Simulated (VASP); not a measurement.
VASP input:

File KPOINTS:
```
kpoints
0
Gamma
6 6 6
```

POSCAR:
```
CdF2
1
    0.0000000000     2.7489000000     2.7489000000
    2.7489000000     0.0000000000     2.7489000000
    2.7489000000     2.7489000000     0.0000000000
Cd F
1 2
Direct
  0.0000000000   0.0000000000   0.0000000000
  0.2500000000   0.2500000000   0.2500000000
  0.7500000000   0.7500000000   0.7500000000
```

INCAR:
```
SIGMA = 0.05
LCHARG = .FALSE.
SYSTEM = CdF2
ISIF = 2   ! forces and stress, cell fixed
PREC = Accurate
NELM = 100   ! most electronic steps
EDIFF = 1E-6
LWAVE = .FALSE.
ISMEAR = 0   ! Gaussian
GGA = PE   ! PBE
ALGO = Normal   ! blocked Davidson
LREAL = .FALSE.   ! projection in real space or not
LASPH = .FALSE.   ! aspherical one-centre terms
LMAXMIX = 4   ! l cut-off of mixed one-centre charges
ENCUT = 520
```

POTCAR, in this order: Cd F (PBE.64 set). Program: vasp_std.

**Question.** Write an equivalent input for Ansatz.

**Answer.** One equivalent input (not run):
Ansatz 0.2 input:
```yaml
crystal:
  lattice:
    - [0.0000000, 2.7489000, 2.7489000]
    - [2.7489000, 0.0000000, 2.7489000]
    - [2.7489000, 2.7489000, 0.0000000]
  atoms:
    - { symbol: Cd, position: [0.0000000, 0.0000000, 0.0000000] }
    - { symbol: F, position: [0.2500000, 0.2500000, 0.2500000] }
    - { symbol: F, position: [0.7500000, 0.7500000, 0.7500000] }
kpoints:
  mp_grid: { grid: [6, 6, 6] }
hamiltonian:
  xc: pbe
  pseudopotentials: { kind: paw }
scf:
  occupations: { method: gaussian, width: 0.05 }
  max_iter: 100
output: { forces: true, stress: true, eigenvalues: true }
```
What does not carry over: each code has its own PAW files, so the cut-off isn't converted (ENCUT is set for VASP's; basis.ecutwfc is left out, and Ansatz then takes the one that its files recommend); Ansatz stops its SCF on the density residual and VASP on the energy change (EDIFF).

The compound is CdF2 in the fluorite structure. The cell was not relaxed at this level. The run is one of a series of settings (LASPH = .FALSE. against the base run), some of them coarse on purpose.
